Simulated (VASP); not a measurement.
OSZICAR of a VASP run on Sn (space group Im-3m):

**OSZICAR**
```
       N       E                     dE             d eps       ncg     rms          rms(c)
DAV:   1     0.450563207558E+02    0.45056E+02   -0.67423E+03  2669   0.167E+03
DAV:   2    -0.225159209868E+02   -0.67572E+02   -0.66185E+02  2727   0.310E+02
DAV:   3    -0.265347899949E+02   -0.40189E+01   -0.40001E+01  3015   0.730E+01
DAV:   4    -0.266236610621E+02   -0.88871E-01   -0.88817E-01  3051   0.117E+01
DAV:   5    -0.266274376543E+02   -0.37766E-02   -0.37749E-02  3347   0.223E+00    0.231E+00
DAV:   6    -0.243104196431E+02    0.23170E+01   -0.65692E-01  3033   0.179E+01    0.997E-01
DAV:   7    -0.244619165031E+02   -0.15150E+00   -0.11260E-01  2673   0.513E+00    0.756E-01
DAV:   8    -0.244601562257E+02    0.17603E-02   -0.11645E-01  2652   0.283E+00    0.108E-01
DAV:   9    -0.244982078911E+02   -0.38052E-01   -0.25618E-02  2688   0.134E+00    0.440E-02
DAV:  10    -0.244961438136E+02    0.20641E-02   -0.57084E-04  2955   0.199E-01    0.605E-02
DAV:  11    -0.244990196348E+02   -0.28758E-02   -0.37599E-03  2739   0.666E-01    0.166E-02
DAV:  12    -0.244992280640E+02   -0.20843E-03   -0.20836E-04  2700   0.126E-01    0.803E-03
DAV:  13    -0.244992318670E+02   -0.38030E-05   -0.44764E-05  2817   0.615E-02    0.583E-03
DAV:  14    -0.244992092319E+02    0.22635E-04   -0.32593E-05  2688   0.642E-02    0.281E-03
DAV:  15    -0.244992503634E+02   -0.41132E-04   -0.16595E-05  2670   0.414E-02    0.814E-04
DAV:  16    -0.244992676920E+02   -0.17329E-04   -0.11300E-05  2778   0.268E-02    0.122E-03
DAV:  17    -0.244992651426E+02    0.25494E-05   -0.83253E-07  2739   0.798E-03    0.770E-04
DAV:  18    -0.244992662579E+02   -0.11153E-05   -0.35166E-07  2835   0.550E-03    0.141E-04
DAV:  19    -0.244992663314E+02   -0.73463E-07   -0.11895E-08  1545   0.148E-03
   1 F= -.24499266E+02 E0= -.24499266E+02  d E =0.000000E+00
       N       E                     dE             ncg
```

Question: Which electronic solver shows in the log?

Answer: It is blocked Davidson (ALGO = Normal, or the opening steps of other solvers). The INCAR had ALGO = Normal.

Question: Can the final energy be trusted as converged?

Answer: Self-consistency was reached. It stopped with EDIFF = 1E-7, NELM = 100 (r2SCAN meta-GGA, plane waves, VASP's PBE PAW potentials (set 64)).

The structure comes from a computed database's Sn entry (Im-3m); how it stands against other phases isn't given here. It was relaxed first.
